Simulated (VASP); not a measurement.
Consider the following.

```cif
data_CoGa
_chemical_formula_sum 'Ga1 Co1'
_space_group_name_H-M_alt 'P 1'
_space_group_IT_number 1
_cell_length_a 2.84455
_cell_length_b 2.84455
_cell_length_c 2.84455
_cell_angle_alpha 90.000
_cell_angle_beta 90.000
_cell_angle_gamma 90.000
loop_
_space_group_symop_operation_xyz
  'x, y, z'
loop_
_atom_site_label
_atom_site_type_symbol
_atom_site_fract_x
_atom_site_fract_y
_atom_site_fract_z
_atom_site_occupancy
Ga1 Ga 0.50000 0.50000 0.50000 1
Co1 Co 0.00000 0.00000 0.00000 1
```

Computed with r2SCAN meta-GGA, VASP's PBE PAW potentials (set 64) (plane waves; VASP). Settings: 520 eV cut-off, 13×13×13 Γ-centred mesh, first-order Methfessel-Paxton smearing of 0.10 eV, potentials Ga_d Co.

**Question.** Give the energy at these volumes per atom, relative to the lowest: 10.82, 11.16, 11.51, 11.85, 12.20 Å³.

**Answer.** 29.1, 6.8, 0.0, 6.2, 23.3 meV/atom. A third-order Birch-Murnaghan fit gives B0 = 201 GPa and B0′ = 4.7.

The compound is CoGa in the CsCl type structure. It was relaxed first. The run is not spin-polarised, so no magnetic state was tried.
